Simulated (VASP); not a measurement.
# Al32C (a cell with a defect) in VASP: further runs

Runs on Al32C (a cell with a defect). Level: LDA. Tasks: single point.

Everything below comes from runs of VASP 6.6.1. Logs are shortened: lines on timing, memory, paths and dates and some standing lists are left out, and cuts for length are marked.

### Step 1. The structure

The cell holds a defect, 33 atoms: a = 8.100 Å, b = 8.100 Å, c = 8.100 Å, α = 90.00°, β = 90.00°, γ = 90.00°.

The cell was built by a generator and needn't be a form met in nature.

### Step 2. Single point, LDA

File INCAR:

```
SYSTEM = Al32C
PREC = Accurate
ENCUT = 520
EDIFF = 1E-6
ISMEAR = 0
SIGMA = 0.15
LREAL = Auto
LASPH = .True.
NELM = 80
ALGO = Fast
ISIF = 2
LWAVE = .False.
LCHARG = .False.
GGA = CA
NBANDS = 72
```

File KPOINTS:

```
regular mesh
0
Gamma
  2 2 2
  0 0 0
```

File POSCAR:

```
Al32C
1.0
    8.1000000000      0.0000000000      0.0000000000
    0.0000000000      8.1000000000      0.0000000000
    0.0000000000      0.0000000000      8.1000000000
Al C
32 1
Direct
    0.5030092593      0.0031185185      0.0012011111
    0.7467097531      0.2468182716      0.0012008642
    0.7500588889     -0.0002292593      0.2617665432
   -0.0018814815     -0.0004433333     -0.0012488889
    0.2515980247      0.2503787654     -0.0012482716
    0.4994481481      0.4982285185     -0.0012461728
    0.7502704938      0.7517088889     -0.0012509877
    0.2453395062     -0.0012397531      0.2409250617
    0.4996793827      0.2501506173      0.2617855556
    0.7510677778      0.5044912346      0.2409218519
    0.4638317284     -0.0360445679      0.5062760494
    0.7858674074      0.2859961728      0.5062639506
    0.7508451852     -0.0010172840      0.7389612346
    0.0018222222      0.5019303704     -0.0009846914
    0.2478965432      0.7480044444     -0.0009833333
    0.0043859259      0.2511788889      0.2409256790
    0.2496941975      0.5001318519      0.2489570370
    0.4986491358      0.7454440741      0.2409279012
    0.0071525926     -0.0033698765      0.5007067901
    0.2425751852      0.2533029630      0.5007054321
    0.4965227160      0.5072559259      0.5007069136
    0.7531975309      0.7426762963      0.5007054321
    0.2457677778      0.0019606173      0.7587818519
    0.4988683951      0.2509595062      0.7389803704
    0.7478660494      0.5040585185      0.7587797531
    0.0000266667      0.7497992593      0.2489593827
    0.0105946914      0.5106969136      0.4975912346
    0.2391266667      0.7392311111      0.4975845679
    0.0039491358      0.2479744444      0.7587733333
    0.2486485185      0.5011787654      0.7517904938
    0.5018524691      0.7458762963      0.7587770370
    0.0010683951      0.7487590123      0.7517883951
    0.6248874074      0.1249406173      0.4487862963
```

Potentials or basis: VASP PAW LDA potentials, release 64 (Al, C).

Launch:

```console
$ cat potpaw_LDA.64/Al/POTCAR potpaw_LDA.64/C/POTCAR > POTCAR
$ mpirun -np 1 vasp_std > vasp.out
```

OUTCAR:

```text
SYSTEM = Al32C
   PREC = Accurate
   ENCUT = 520
   EDIFF = 1E-6
   ISMEAR = 0
   LREAL = Auto
   LASPH = .True.
   NELM = 80
   ISIF = 2
   GGA = CA

 ion  position               nearest neighbor table
   1  0.503  0.003  0.001-   2 2.79   8 2.85  18 2.85   7 2.86   5 2.86  23 2.86  31 2.86   3 2.91
                             9 2.91  15 2.92  24 2.92  13 2.92
   2  0.747  0.247  0.001-   1 2.79  10 2.85  16 2.85   4 2.86   6 2.86  25 2.86  29 2.86   3 2.91
                             9 2.91  14 2.92  24 2.92  13 2.92
   3  0.750  1.000  0.262-  33 2.09  22 2.84  19 2.84  26 2.87   9 2.87  16 2.90  18 2.90   2 2.91
                             1 2.91   4 2.93   7 2.93  12 3.06  11 3.06
   4  0.998  1.000  0.999-  23 2.79  29 2.80   8 2.80  16 2.83   7 2.84  32 2.85   2 2.86  26 2.86
                            15 2.87   5 2.89  13 2.91   3 2.93
   5  0.252  0.250  0.999-  29 2.79  23 2.80  16 2.80   8 2.83   6 2.84  30 2.85   1 2.86  17 2.86
                            14 2.87   4 2.89  24 2.91   9 2.93
   6  0.499  0.498  0.999-  31 2.79  25 2.80  18 2.80  10 2.83   5 2.84  30 2.85   2 2.86  17 2.86
                            15 2.87   7 2.89  24 2.91   9 2.93
   7  0.750  0.752  0.999-  25 2.79  31 2.80  10 2.80  18 2.83   4 2.84  32 2.85   1 2.86  26 2.86
                            14 2.87   6 2.89  13 2.91   3 2.93
   8  0.245  0.999  0.241-  11 2.80   4 2.80  15 2.82  16 2.83   5 2.83  26 2.83   1 2.85  19 2.85
                             9 2.90  18 2.90  20 2.95  28 2.96
   9  0.500  0.250  0.262-  33 2.09  20 2.84  21 2.84  17 2.87   3 2.87  10 2.90   8 2.90   2 2.91
                             1 2.91   6 2.93   5 2.93  12 3.06  11 3.06
  10  0.751  0.504  0.241-  12 2.80   7 2.80  14 2.82  18 2.83   6 2.83  26 2.83   2 2.85  22 2.85
                             9 2.90  16 2.90  21 2.95  27 2.96
  11  0.464  0.964  0.506-  33 1.90  28 2.58  23 2.72  31 2.72   8 2.80  18 2.80  20 2.95  22 2.95
                            13 3.01  24 3.01   9 3.06   3 3.06
  12  0.786  0.286  0.506-  33 1.90  27 2.58  25 2.72  29 2.72  10 2.80  16 2.80  21 2.95  19 2.95
                            13 3.01  24 3.01   9 3.06   3 3.06
  13  0.751  0.999  0.739-  19 2.83  22 2.83  32 2.87  29 2.88  31 2.88  24 2.89   7 2.91   4 2.91
                             2 2.92   1 2.92  11 3.01  12 3.01
  14  0.002  0.502  0.999-  15 2.82  10 2.82  16 2.82  30 2.83  32 2.83  25 2.83  29 2.83  26 2.85
                            17 2.85   5 2.87   7 2.87   2 2.92
  15  0.248  0.748  0.999-  14 2.82  18 2.82   8 2.82  30 2.83  32 2.83  23 2.83  31 2.83  26 2.85
                            17 2.85   6 2.87   4 2.87   1 2.92
  16  0.004  0.251  0.241-  12 2.80   5 2.80  14 2.82   8 2.83   4 2.83  17 2.83   2 2.85  20 2.85
                             3 2.90  10 2.90  19 2.95  27 2.96
  17  0.250  0.500  0.249-  28 2.80  27 2.80  16 2.83  18 2.83  15 2.85  14 2.85  20 2.86  21 2.86
                            26 2.86   6 2.86   5 2.86   9 2.87
  18  0.499  0.745  0.241-  11 2.80   6 2.80  15 2.82  10 2.83   7 2.83  17 2.83   1 2.85  21 2.85
[... 14 lines left out ...]
                            24 2.88  21 2.92  29 2.93  27 3.00
  26  0.000  0.750  0.249-  28 2.80  27 2.80  10 2.83   8 2.83  15 2.85  14 2.85  22 2.86  19 2.86
                            17 2.86   4 2.86   7 2.86   3 2.87
  27  0.011  0.511  0.498-  12 2.58  28 2.62  17 2.80  26 2.80  20 2.81  22 2.81  30 2.82  32 2.82
                            16 2.96  10 2.96  29 3.00  25 3.00
  28  0.239  0.739  0.498-  11 2.58  27 2.62  26 2.80  17 2.80  21 2.81  19 2.81  30 2.82  32 2.82
                            18 2.96   8 2.96  31 3.00  23 3.00
  29  0.004  0.248  0.759-  12 2.72   5 2.79  23 2.79   4 2.80  14 2.83  20 2.85  30 2.85   2 2.86
                            13 2.88  19 2.92  25 2.93  27 3.00
  30  0.249  0.501  0.752-  27 2.82  28 2.82  14 2.83  15 2.83  32 2.84   5 2.85   6 2.85  31 2.85
                            29 2.85  21 2.86  20 2.86  24 2.87
  31  0.502  0.746  0.759-  11 2.72   6 2.79  25 2.79   7 2.80  15 2.83  21 2.85  30 2.85   1 2.86
                            13 2.88  22 2.92  23 2.93  28 3.00
  32  0.001  0.749  0.752-  27 2.82  28 2.82  14 2.83  15 2.83  30 2.84   7 2.85   4 2.85  23 2.85
                            25 2.85  19 2.86  22 2.86  13 2.87
  33  0.625  0.125  0.449-  12 1.90  11 1.90   3 2.09   9 2.09

  LATTYP: Found a simple cubic cell.
 ALAT       =     8.1000000000

  Lattice vectors:

 A1 = (   8.1000000000,   0.0000000000,   0.0000000000)
 A2 = (   0.0000000000,   8.1000000000,   0.0000000000)
 A3 = (   0.0000000000,   0.0000000000,   8.1000000000)

Analysis of symmetry for initial positions (statically):
=====================================================================
 Subroutine PRICEL returns:
 Original cell was already a primitive cell.

 Routine SETGRP: Setting up the symmetry group for a
 simple cubic supercell.

 Subroutine GETGRP returns: Found  1 space group operations
 (whereof  1 operations were pure point group operations)
 out of a pool of 48 trial point group operations.

The static configuration has the point symmetry C_1 .

Analysis of symmetry for dynamics (positions and initial velocities):
=====================================================================
 Subroutine PRICEL returns:
 Original cell was already a primitive cell.

[... 121 lines left out ...]

 Found      8 irreducible k-points:

 Following reciprocal coordinates:
            Coordinates               Weight
  0.000000  0.000000  0.000000      1.000000
  0.500000  0.000000  0.000000      1.000000
  0.000000  0.500000  0.000000      1.000000
  0.000000  0.000000  0.500000      1.000000
  0.500000  0.500000  0.000000      1.000000
  0.000000  0.500000  0.500000      1.000000
  0.500000  0.000000  0.500000      1.000000
  0.500000  0.500000  0.500000      1.000000
   k-points           NKPTS =      8   k-points in BZ     NKDIM =      8   number of bands    NBANDS=     72
   number of dos      NEDOS =    301   number of ions     NIONS =     33
   total plane-waves  NPLWV = 216000
   dimension x,y,z NGX =    60 NGY =   60 NGZ =   60
   dimension x,y,z NGXF=   120 NGYF=  120 NGZF=  120
   ions per type =              32   1
   NGX,Y,Z   is equivalent  to a cutoff of  12.31, 12.31, 12.31 a.u.
   NGXF,Y,Z  is equivalent  to a cutoff of  24.63, 24.63, 24.63 a.u.
 SYSTEM =  Al32C
   PREC   = accura    normal or accurate (medium, high low for compatibility)
   ISTART =      0    job   : 0-new  1-cont  2-samecut
   ICHARG =      2    charge: 1-file 2-atom 10-const
   ISPIN  =      1    spin polarized calculation?
   LNONCOLLINEAR =      F non collinear calculations
   LSORBIT =      F    spin-orbit coupling
   LASPH  =      T    aspherical Exc in radial PAW
   ENCUT  =  520.0 eV  38.22 Ry    6.18 a.u.  15.06 15.06 15.06*2*pi/ulx,y,z
   NELM   =     80;   NELMIN=  2; NELMDL= -5     # of ELM steps
   EDIFF  = 0.1E-05   stopping-criterion for ELM
   LREAL  =      T    real-space projection
   EDIFFG = 0.1E-04   stopping-criterion for IOM
   NSW    =      0    number of steps for IOM
   IBRION =     -1    ionic relax: 0-MD 1-quasi-New 2-CG
   NFREE  =      0    steps in history (QN), initial steepest desc. (CG)
   ISIF   =      2    stress and relaxation
   ISYM   =      2    0-nonsym 1-usesym 2-fastsym
   POTIM  = 0.5000    time-step for ionic-motion
   TEBEG  =    0.0;   TEEND  =   0.0 temperature during run
   PSTRESS=    0.0 pullay stress
   NELECT =     100.0000    total number of electrons
   NUPDOWN=      -1.0000    fix difference up-down
   EMIN   =  10.00;   EMAX   =-10.00  energy-range for DOS
   EFERMI =   0.00;   METHOD = LEGACY
   ISMEAR =     0;   SIGMA  =   0.15  broadening in eV -4-tet -1-fermi 0-gaus
   EFERMI_NEDOS =   21; number of points for ismear=-14 and -15
   IALGO  =     68    algorithm
   IMIX   =      4    mixing-type and parameters
     AMIX     =   0.40;   BMIX     =  1.00
     AMIX_MAG =   1.60;   BMIX_MAG =  1.00
  volume/ion in A,a.u.               =      16.10       108.68
  Fermi-wavevector in a.u.,A,eV,Ry     =   0.938116  1.772782 11.973962  0.880061
  Thomas-Fermi vector in A             =   2.065295
   LORBIT       =      0    0 simple, 1 ext, 2 COOP (PROOUT), +10 PAW based schemes
   GGA     = CA    functional components
   LHFCALC =     F    Hartree Fock is set to
   AEXX    =    0.0000 exact exchange contribution
   IVDW    =     0    specifies the selected vdW correction
   LEPSILON=     F    determine dielectric tensor
   LRPA    =     F    only Hartree local field effects (RPA)
 non-spin polarized calculation
 RMM-DIIS sequential band-by-band and
 Gauss-broadening in eV      SIGMA  =   0.15
  energy-cutoff  :      520.00
  volume of cell :      531.44
 maximum number of plane-waves:     14400
   NGX = 31   NGY = 31   NGZ = 31

 number of electron     100.0000000 magnetization

 Free energy of the ion-electron system (eV)
  ---------------------------------------------------
  ext. energy  EPLUGINS =         0.00000000
  ---------------------------------------------------
  free energy    TOTEN  =      -142.30739532 eV

  energy without entropy =     -142.14507538  energy(sigma->0) =     -142.22623535

 E-fermi :   7.5312     XC(G=0): -10.3892

 val. band max:        7.5136862007   @ k =   0.0000   0.0000   0.5000
 cond. band min:       7.5416236688   @ k =   0.0000   0.0000   0.5000
 fundamental gap:      0.0279374681
 Fermi energy:         7.5311817234

 k-point     1 :       0.0000    0.0000    0.0000
  band No.  band energies     occupation
      1      -4.5119      2.00000
      2      -2.8706      2.00000
      3      -1.1699      2.00000
      4      -1.1007      2.00000
      5      -1.0679      2.00000
      6      -1.0656      2.00000
[... 509 lines left out ...]
     61      11.0410      0.00000
     62      11.0984      0.00000
 [bands above 62 left out]

------------------------ aborting loop because EDIFF is reached ----------------------------------------

  FORCE on cell =-STRESS in cart. coord.  units (eV):
  Direction    XX          YY          ZZ          XY          YZ          ZX
  --------------------------------------------------------------------------------------
  -------------------------------------------------------------------------------------
  Total       -5.2125851     -5.2121559    -11.5082972      1.8758647      0.0000662     -0.0004378
  in kB      -15.7147938    -15.7134997    -34.6949762      5.6553181      0.0001995     -0.0013200
  external PRESSURE =     -22.0410899 kB  Pullay stress =       0.0000000 kB

 VOLUME and BASIS-vectors are now :
 -----------------------------------------------------------------------------
  energy-cutoff  :      520.00
  volume of cell :      531.44
      direct lattice vectors                 reciprocal lattice vectors
     8.100000000  0.000000000  0.000000000     0.123456790  0.000000000  0.000000000
     0.000000000  8.100000000  0.000000000     0.000000000  0.123456790  0.000000000
     0.000000000  0.000000000  8.100000000     0.000000000  0.000000000  0.123456790

 POSITION                                       TOTAL-FORCE (eV/Angst)
 -----------------------------------------------------------------------------------
      4.07438      0.02526      0.00973        -0.016346     -0.016407      0.027728
      6.04835      1.99923      0.00973         0.016828      0.016390      0.027985
      6.07548      8.09814      2.12031         0.030544     -0.030929     -0.033217
      8.08476      8.09641      8.08988         0.000303      0.000302     -0.000620
      2.03794      2.02807      8.08989        -0.000555      0.000181     -0.000199
      4.04553      4.03565      8.08991         0.000374      0.000484     -0.000376
[... 25 lines left out ...]
      0.00865      6.06495      6.08949         0.007623     -0.007396      0.020380
      5.06159      1.01202      3.63517        -0.002211     -0.001617     -0.638057
 -----------------------------------------------------------------------------------
    total drift:                               -0.001781     -0.002740      0.017513

  FREE ENERGIE OF THE ION-ELECTRON SYSTEM (eV)
  ---------------------------------------------------
  free  energy   TOTEN  =      -142.3073953171 eV

  energy  without entropy=     -142.1450753799  energy(sigma->0) =     -142.22623535
```

Wall time 6.2 min (1 thread of Intel Xeon Platinum 8559C (Emerald Rapids), shared host); peak memory 0.43 GiB.

What came out:

- Free energy: -142.3074 eV
- Pressure: -2.2 GPa
- Largest force: 0.638 eV/Å
- Band gap on the k mesh: none (metal or under the smearing width)

Forces on the atoms (eV/Å):
```
Al  -0.016 -0.016  0.028
Al   0.017  0.016  0.028
Al   0.031 -0.031 -0.033
Al   0.000  0.000 -0.001
Al  -0.001  0.000  0.000
Al   0.000  0.000  0.000
Al   0.000  0.000  0.000
Al   0.004 -0.022  0.018
Al  -0.030  0.031 -0.033
Al   0.022 -0.004  0.017
Al  -0.039 -0.038  0.130
Al   0.039  0.039  0.131
Al   0.012 -0.011  0.030
Al   0.000 -0.001  0.000
Al   0.000  0.000  0.001
Al  -0.004  0.023  0.018
Al   0.012 -0.012  0.032
Al  -0.023  0.004  0.017
Al   0.003 -0.005  0.028
Al  -0.003  0.004  0.027
Al  -0.004  0.002  0.027
Al   0.004 -0.003  0.027
Al   0.002  0.019  0.017
Al  -0.011  0.012  0.031
Al  -0.019 -0.002  0.017
Al  -0.012  0.012  0.032
Al   0.004  0.004 -0.012
Al  -0.003 -0.003 -0.012
Al  -0.002 -0.018  0.017
Al  -0.007  0.007  0.020
Al   0.019  0.002  0.017
Al   0.008 -0.007  0.020
C   -0.002 -0.002 -0.638
```

Caveat: the k mesh is coarse (spacing up to 0.39 Å⁻¹), so the values aren't converged.

### Step 3. Single point, LDA

File INCAR:

```
SYSTEM = Al32C
ALGO = Fast
EDIFF = 1E-6
ENCUT = 520
ISIF = 2
ISMEAR = 0
LASPH = .True.
LCHARG = .False.
LREAL = Auto
LWAVE = .False.
NBANDS = 72
NELM = 80
PREC = Accurate
SIGMA = 0.15
```

File KPOINTS:

```
k-points
0
Gamma
  2 2 2
  0 0 0
```

File POSCAR:

```
Al32C
1.0
    8.1000000000      0.0000000000      0.0000000000
    0.0000000000      8.1000000000      0.0000000000
    0.0000000000      0.0000000000      8.1000000000
Al C
32 1
Direct
    0.4962143210     -0.0037096296     -0.0020895062
    0.7534560494      0.2535392593     -0.0020925926
    0.7637845679     -0.0140393827      0.2360164198
    0.0042540741      0.0008535802     -0.0044280247
    0.2454679012      0.2489713580     -0.0044091358
    0.5007697531      0.5042960494     -0.0044001235
    0.7488862963      0.7455219753     -0.0044295062
    0.2477549383     -0.0037045679      0.2463455556
    0.4859233333      0.2637933333      0.2360832099
    0.7534545679      0.5019591358      0.2463395062
    0.4859603704     -0.0139349383      0.5138018519
    0.7638654321      0.2639434568      0.5139922222
    0.7534558025     -0.0037088889      0.7520223457
    0.0023177778      0.5023930864     -0.0025034568
    0.2473866667      0.7474559259     -0.0024991358
    0.0018702469      0.2535416049      0.2463365432
    0.2454722222      0.5043023457      0.2509072840
    0.4962164198      0.7478488889      0.2463427160
    0.0018724691     -0.0037145679      0.5035971605
    0.2477455556      0.2535385185      0.5035895062
    0.4962124691      0.5019624691      0.5035961728
    0.7534571605      0.7478414815      0.5035906173
    0.2454909877      0.0008565432      0.7543303704
    0.4962146914      0.2535413580      0.7520229630
    0.7488846914      0.5043482716      0.7543949383
    0.0042540741      0.7455246914      0.2509067901
    0.0042800000      0.5043497531      0.4990190123
    0.2454839506      0.7455585185      0.4990237037
    0.0042786420      0.2489672840      0.7543948148
    0.2473807407      0.5023925926      0.7524396296
    0.5007730864      0.7455716049      0.7543234568
    0.0023183951      0.7474495062      0.7524411111
    0.6250328395      0.1250111111      0.3749995062
```

Potentials or basis: VASP PAW LDA potentials, release 64 (Al, C).

Launch:

```console
$ cat potpaw_LDA.64/Al/POTCAR potpaw_LDA.64/C/POTCAR > POTCAR
$ mpirun -np 1 vasp_std > vasp.out
```

Wall time 6.5 min (1 thread of Intel Xeon Platinum 8559C (Emerald Rapids), shared host); peak memory 0.45 GiB.

It converged, with:

```
Free energy            : -142.6091 eV
Pressure               : -2.2 GPa
Largest force          : 0.036 eV/Å
Band gap on the k mesh : none (metal or under the smearing width)
```

Forces on the atoms (eV/Å):
```
Al   0.000  0.000  0.003
Al   0.000  0.000  0.004
Al   0.020 -0.021 -0.020
Al  -0.001 -0.002  0.000
Al   0.001  0.002  0.002
Al  -0.002 -0.001  0.000
Al   0.002  0.002  0.002
Al   0.005  0.000  0.000
Al  -0.021  0.020 -0.020
Al   0.001 -0.003  0.000
Al  -0.021 -0.020  0.021
Al   0.019  0.019  0.020
Al   0.001  0.000 -0.004
Al  -0.001 -0.002  0.002
Al   0.002  0.002  0.002
Al  -0.002  0.000  0.000
Al   0.000 -0.002 -0.002
Al   0.000  0.004  0.000
Al  -0.002  0.000  0.000
Al   0.004  0.000  0.000
Al   0.000 -0.002  0.000
Al   0.001  0.004  0.000
Al   0.000 -0.002 -0.001
Al   0.000  0.001 -0.003
Al   0.002 -0.001 -0.001
Al  -0.002  0.000 -0.002
Al  -0.002 -0.001  0.001
Al   0.001  0.001  0.002
Al  -0.002  0.002 -0.001
Al   0.002 -0.001 -0.002
Al  -0.002  0.000 -0.001
Al  -0.001  0.002 -0.002
C   -0.001 -0.001  0.000
```

Levels at points of the mesh, in eV from the Fermi level:
| k point | band 47 | band 48 | band 49 | band 50 | band 51 | band 52 |
| --- | --- | --- | --- | --- | --- | --- |
| (0.00, 0.00, 0.00) | -0.21 | -0.21 | 0.42 | 0.42 | 0.42 | 0.83 |
| (0.50, 0.00, 0.00) | -0.24 | -0.22 | -0.14 | -0.06 | -0.06 | 0.13 |
| (0.00, 0.50, 0.00) | -0.24 | -0.22 | -0.14 | -0.06 | -0.06 | 0.13 |
| (0.00, 0.00, 0.50) | -0.24 | -0.22 | -0.14 | -0.06 | -0.06 | 0.13 |
| (0.50, 0.50, 0.00) | -0.27 | -0.26 | 0.11 | 0.11 | 0.72 | 1.00 |
| (0.00, 0.50, 0.50) | -0.27 | -0.26 | 0.11 | 0.11 | 0.72 | 1.00 |
| (0.50, 0.00, 0.50) | -0.27 | -0.26 | 0.11 | 0.11 | 0.72 | 1.00 |
| (0.50, 0.50, 0.50) | -0.43 | -0.43 | -0.43 | -0.43 | -0.43 | -0.39 |

Caveat: the k mesh is coarse (spacing up to 0.39 Å⁻¹), so the values aren't converged.
